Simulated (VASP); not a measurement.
Set up this calculation in VASP 6.6.1, as the native input.

* Task: relaxation of cell and atoms
* Functional: PBE
* Potentials or basis: VASP PAW PBE potentials, release 64 (Sc_sv, Te)
* Cutoff: 600 eV
* k mesh: 5 × 5 × 5
* Occupations: fermi-dirac, width 0.05 eV
* Spin: no spin polarisation
* Target pressure: 10 GPa
* Further INCAR settings: ALGO = Fast; EDIFF = 1e-06; IBRION = 2; EDIFFG = -0.02; NSW = 40; ISIF = 3
* Target pressure: 10 GPa

The structure of Sc3Te lies in POSCAR:

```
Sc3Te
1.0
    0.0000000000      3.5695000000      3.5695000000
    3.5695000000      0.0000000000      3.5695000000
    3.5695000000      3.5695000000      0.0000000000
Sc Te
3 1
Direct
    0.2500000000      0.2500000000      0.2500000000
    0.7500000000      0.7500000000      0.7500000000
    0.5000000000      0.5000000000      0.5000000000
    0.0000000000      0.0000000000      0.0000000000
```

The cell was built by a generator and needn't be a form met in nature.

These files were run (other wordings do the same):

INCAR

```
PREC = Accurate
ENCUT = 600
EDIFF = 1E-6
ISMEAR = -1
SIGMA = 0.05
LREAL = F
LASPH = T
NELM = 60
ALGO = Fast
ISIF = 3
LWAVE = F
LCHARG = F
GGA = PE
IBRION = 2
NSW = 40
EDIFFG = -0.02
PSTRESS = 100
```

KPOINTS

```
Automatic mesh
0
Gamma
  5 5 5
```

Potentials or basis: VASP PAW PBE potentials, release 64 (Sc_sv, Te).

Command:

```console
$ cat potpaw_PBE.64/Sc_sv/POTCAR potpaw_PBE.64/Te/POTCAR > POTCAR
$ mpirun -np 1 vasp_std > vasp.out
```

Results of the run:

| Item | Value |
| --- | --- |
| Relaxed volume | 19.81 Å³/atom |
| Relaxed cell | a = 4.821 Å, b = 4.821 Å, c = 4.821 Å, α = 60.00°, β = 60.00°, γ = 60.00° |
| Space group after relaxing (to 0.05 Å) | Fm-3m (No. 225) |
| Energy change on relaxing (the enthalpy is what falls) | +82.4 meV/atom |
| Ionic steps | 3 |
| Pressure after relaxing | 10.0 GPa |
| Band gap on the k mesh | none (metal or under the smearing width) |

Caveat: the cell is relaxed towards a set pressure, so the enthalpy falls and the energy may rise.

It took 3 min on 1 thread of Intel(R) Xeon(R) Platinum 8259CL CPU @ 2.50GHz (Skylake/Cascade Lake), on a shared host, peak memory 0.26 GiB.
